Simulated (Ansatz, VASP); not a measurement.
**Two plane-wave programs on CsLiCr2Te2S3**

Contents of INCAR:

```
SYSTEM = CsLiCr2Te2S3
PREC = Accurate ; ENCUT = 520
EDIFF = 1E-6 ; ISMEAR = -1
SIGMA = 0.05 ; LREAL = .FALSE.
LASPH = .TRUE. ; NELM = 100
ALGO = Normal ; ISIF = 2
LWAVE = .FALSE. ; LCHARG = .FALSE.
ISPIN = 2 ; MAGMOM = 0 0 3 3 0 0 0 0 0
LORBIT = 11 ; LMAXMIX = 4
GGA = PE ; KPAR = 4
```

KPOINTS

```
Automatic mesh
0
G
  5 5 5
  0 0 0
```

The input POSCAR:

```
CsLiCr2Te2S3
1.0
    3.3192900000      1.9163900000      6.8798200000
   -3.3192900000      1.9163900000      6.8798200000
    0.0000000000     -3.8327900000      6.8798200000
Cs Li Cr Te S
1 1 2 2 3
Direct
    0.0000000000      0.0000000000      0.0000000000
    0.5000000000      0.5000000000      0.5000000000
    0.7984800000      0.7984800000      0.7984800000
    0.2015200000      0.2015200000      0.2015200000
    0.6799000000      0.6799000000      0.6799000000
    0.3201000000      0.3201000000      0.3201000000
    0.1362600000      0.8637400000      0.5000000000
    0.5000000000      0.1362600000      0.8637400000
    0.8637400000      0.5000000000      0.1362600000
```

The input input.yaml:

```yaml
crystal:
  lattice:
    - [3.31929, 1.91639, 6.87982]
    - [-3.31929, 1.91639, 6.87982]
    - [0.0, -3.83279, 6.87982]
  atoms:
    - { symbol: Cs, position: [0.0, 0.0, 0.0] }
    - { symbol: Li, position: [0.5, 0.5, 0.5] }
    - { symbol: Cr, position: [0.79848, 0.79848, 0.79848], spin: 3.0 }
    - { symbol: Cr, position: [0.20152, 0.20152, 0.20152], spin: 3.0 }
    - { symbol: Te, position: [0.6799, 0.6799, 0.6799] }
    - { symbol: Te, position: [0.3201, 0.3201, 0.3201] }
    - { symbol: S, position: [0.13626, 0.86374, 0.5] }
    - { symbol: S, position: [0.5, 0.13626, 0.86374] }
    - { symbol: S, position: [0.86374, 0.5, 0.13626] }
hamiltonian:
  xc: pbe
  pseudopotentials: { kind: paw, frozen_core: stored }
magnetization:
  spin_polarized: true
kpoints:
  mp_grid: { grid: [5, 5, 5] }
scf:
  occupations: { method: fermi_dirac, width: 0.05 }
output:
  forces: true
  stress: true
  eigenvalues: true
  efg: {}
```

The cell was built by a generator and needn't be a form met in nature.

Alike in both runs: functional PBE; k mesh 5 × 5 × 5; occupations fermi-dirac, width 0.05 eV; collinear spin, ferromagnetic start.

```csv
,VASP,Ansatz
version,VASP 6.6.1,Ansatz 0.2.0
potentials or method,"VASP PAW PBE potentials, release 64 (Cs_sv, Li_sv, Cr_pv, Te, S)",Ansatz PAW
plane-wave cutoff (eV),520,420
valence electrons in the cell,66,90
task,atomic charges,electric field gradients
```

```csv
,VASP,Ansatz,Ansatz less VASP
gap on the k mesh at the Fermi level (eV),none,none,-
rms of the force components (eV/Å),0.005,0.003,-0.0020
net moment per atom (μB),0.44,0.44,0.000
size of the moment on the site where the two differ most (μB),2.32,2.07,-0.247
```

Site moments also hang on the region over which each program counts them. Atom by atom the forces differ by 0.003 eV/Å (rms over components). A gap of «none» marks a metal or a gap that the smearing closes. The two sets of potentials don't hold the same shells in valence.

Caveats: only a ferromagnetic start was run, and an antiferromagnetic order may lie lower in energy. The runs have no spin-orbit coupling, so splittings on Cs, Te are missing. With open d or f shells a metallic result of PBE can be an artefact of self-interaction; +U or a hybrid may open a gap.
